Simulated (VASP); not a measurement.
Level of theory: PBEsol GGA, VASP's PBE PAW potentials (set 64) (plane waves; VASP 6.6.1).

A VASP calculation is set up with these files.

POSCAR:
```
W(111) slab
1
    4.4649707743     0.0000000000     0.0000000000
   -2.2324848876     3.8667782002     0.0000000000
    0.0000000000     0.0000000000    24.1008440132
W
10
Direct
  1.0000000000   0.0000000000   0.3409033392
  0.6666670000   0.3333330000   0.3706160866
  0.3333330000   0.6666670000   0.3991193388
  0.0000000000   0.0000000000   0.4440348740
  0.6666670000   0.3333330000   0.4798129673
  0.3333330000   0.6666670000   0.5201870327
  0.0000000000   0.0000000000   0.5559651260
  0.6666670000   0.3333330000   0.6008806612
  0.3333330000   0.6666670000   0.6293839134
  1.0000000000   0.0000000000   0.6590966608
```

**INCAR**
```
ENCUT=400   ! plane-wave cut-off (eV)
LMAXMIX=6   ! l cut-off of mixed one-centre charges
GGA=PS   ! PBEsol
LCHARG=.FALSE.
SYSTEM=W(111) slab
NELMIN=4
LVHAR=.TRUE.
LASPH=.TRUE.   ! aspherical one-centre terms
LWAVE=.FALSE.
EDIFF=1E-6   ! SCF stop (eV)
ALGO=Normal
SIGMA=0.1
ISMEAR=1   ! Methfessel-Paxton
LDIPOL=.TRUE.
DIPOL=0.5 0.5 0.5
LORBIT=11   ! lm-projected
LREAL=.FALSE.   ! projection in real space or not
IDIPOL=3
NELM=100   ! most electronic steps
PREC=Normal
```

**KPOINTS**
```
Regular mesh
0
Gamma
  7 7 1
0 0 0
```

POTCAR, in this order: W_sv (PBE.64 set). Program: vasp_std. Read from the step before: WAVECAR.

Unless said otherwise, spin-orbit coupling is left out, though it shifts the bands of the heavy elements here.

Predict the energy per atom (σ→0), band gap (on the k-mesh).

- energy per atom (σ→0) = -12.954 eV/atom
- band gap (on the k-mesh) = none (metal, semimetal or under 0.01 eV)

**OSZICAR**
```
       N       E                     dE             d eps       ncg     rms          rms(c)
DAV:   1    -0.129542247482E+03   -0.12954E+03   -0.98372E-05  1576   0.423E-02    0.161E-02
DAV:   2    -0.129542281294E+03   -0.33812E-04   -0.43574E-04  1768   0.139E-01    0.345E-02
DAV:   3    -0.129542227822E+03    0.53472E-04   -0.17308E-04  1792   0.953E-02    0.482E-03
DAV:   4    -0.129542228334E+03   -0.51191E-06   -0.10925E-05  1360   0.151E-02    0.585E-03
DAV:   5    -0.129542228199E+03    0.13493E-06   -0.95979E-07   928   0.763E-03
   1 F= -.12954223E+03 E0= -.12954222E+03  d E =-.263318E-04
```

The cell is a thin slab with vacuum, built from W (bcc): (111) face.
